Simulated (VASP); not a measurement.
Given:

```xyz
5
Lattice="1.9689 -3.4102 0.0000 1.9689 3.4102 0.0000 0.0000 0.0000 6.1840" Properties=species:S:1:pos:R:3 pbc="T T T"
La     1.9689     1.1367     1.5291
La     1.9689    -1.1367     4.6549
O      0.0000     0.0000     6.1840
O      1.9689     1.1367     3.9935
O      1.9689    -1.1367     2.1905
```

Calculation: PBE GGA, VASP's PBE PAW potentials (set 64) (plane waves; VASP). Numerical set-up: 520 eV cut-off, 8×8×5 Γ-centred mesh, Gaussian smearing of 0.010 eV, potentials La O.

Problem. Give the direction-averaged independent-particle dielectric function (no local fields, no excitons; a broadening of 0.1 eV leaves a tail below the gap, and fine structure carries the noise of the k-mesh).

Solution. 
```
ħω (eV)    ε₁    ε₂
-------  ----  ----
0.00     4.87  0.00
0.20     4.88  0.00
0.50     4.89  0.01
0.70     4.91  0.01
1.00     4.95  0.01
1.20     4.98  0.02
1.50     5.05  0.02
1.80     5.13  0.03
2.00     5.20  0.04
2.30     5.32  0.05
2.50     5.42  0.05
2.80     5.60  0.07
3.00     5.75  0.08
3.30     6.03  0.11
3.60     6.43  0.16
3.80     6.81  0.23
4.10     7.72  0.62
4.30     8.11  1.63
4.60     7.91  2.43
4.90     8.11  3.68
5.10     7.45  4.00
5.40     7.34  5.30
5.60     6.42  5.45
5.90     5.89  5.94
6.10     4.91  6.03
6.40     4.40  5.83
6.70     3.63  5.40
6.90     4.24  5.50
7.20     3.31  6.54
7.40     2.34  6.20
7.70     1.69  5.33
8.00     1.88  4.82
```
ε₂ peaks at 6.0 eV (height 6.1), 7.2 eV (height 6.5); ε₁(0) averages 4.87, so the electronic refractive index below the gap tends to √4.87 = 2.21.

The compound is La2O3 in the a-type structure. It was relaxed first.
